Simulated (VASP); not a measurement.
```yaml
crystal:
  lattice:
    - [0.00000, 2.78000, 2.78000]
    - [2.78000, 0.00000, 2.78000]
    - [2.78000, 2.78000, 0.00000]
  atoms:
    - { symbol: Si, position: [0.25000, 0.25000, 0.25000] }
    - { symbol: Si, position: [0.75000, 0.75000, 0.75000] }
    - { symbol: Ni, position: [0.00000, 0.00000, 0.00000] }
```

Method: PBE GGA, VASP's PBE PAW potentials (set 64) (plane waves; VASP). Settings: 520 eV cut-off, 10×10×10 Γ-centred mesh, first-order Methfessel-Paxton smearing of 0.10 eV, potentials Si Ni.

Give the stress tensor in GPa (positive for a compressed cell).

```
-7.81   0.00   0.00
 0.00  -7.81   0.00
 0.00   0.00  -7.81
```
The pressure is its mean diagonal, -7.81 GPa.

The compound is NiSi2 in the fluorite structure. This cell is one point of a volume scan, at 1.06 of the reference volume. The run is not spin-polarised, so no magnetic state was tried.
